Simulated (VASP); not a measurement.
An input for Ansatz (written as the equivalent of a VASP run, and not itself run):

Ansatz 0.2 input:
```yaml
crystal:
  lattice:
    - [0.0000000, 3.2008011, 3.2008011]
    - [3.2008011, 0.0000000, 3.2008011]
    - [3.2008011, 3.2008011, 0.0000000]
  atoms:
    - { symbol: Pb, position: [0.0000000, 0.0000000, 0.0000000] }
    - { symbol: Te, position: [0.2500000, 0.2500000, 0.2500000] }
kpoints:
  mp_grid: { grid: [10, 10, 10] }
hamiltonian:
  xc: pbesol
  pseudopotentials: { kind: paw }
scf:
  occupations: { method: methfessel_paxton, width: 0.1 }
  max_iter: 100
relax:
  max_steps: 40
  f_tol: 0.02
  cell: { p_target: 20 }
output: { forces: true, stress: true, eigenvalues: true }
```

**Question.** Translate this input to VASP (INCAR, KPOINTS, POSCAR, choice of POTCAR).

**Answer.** This is not unique; one that fits is 
File POSCAR:
```
PbTe
1
    0.0000000000     3.2008010556     3.2008010556
    3.2008010556     0.0000000000     3.2008010556
    3.2008010556     3.2008010556    -0.0000000000
Pb Te
1 1
Direct
  0.0000000000   0.0000000000   0.0000000000
  0.2500000000   0.2500000000   0.2500000000
```

KPOINTS:
```
Automatic mesh
0
gamma
  10 10 10
```

### INCAR
```
SYSTEM=PbTe
PREC=Accurate; ENCUT=500; LREAL=F
LASPH=T
EDIFF=1E-6; NELM=100; ALGO=Normal
LMAXMIX=4
ISMEAR=1; SIGMA=0.1
GGA=PS
IBRION=2; NSW=40; ISIF=3
EDIFFG=-0.02; PSTRESS=200
LWAVE=F; LCHARG=F
```

POTCAR, in this order: Pb_d Te (PBE.64 set). Program: vasp_std.

What does not carry over: each code has its own PAW files, so the cut-off isn't converted (ENCUT is set for VASP's; basis.ecutwfc is left out, and Ansatz then takes the one that its files recommend); Ansatz stops its SCF on the density residual and VASP on the energy change (EDIFF).

The structure was generated: PbTe was put into the zinc blende type (F-43m), which need not be its known phase. This run relaxes it under an external pressure of 20 GPa. Symmetry was kept, so distortions that lower it aren't found.
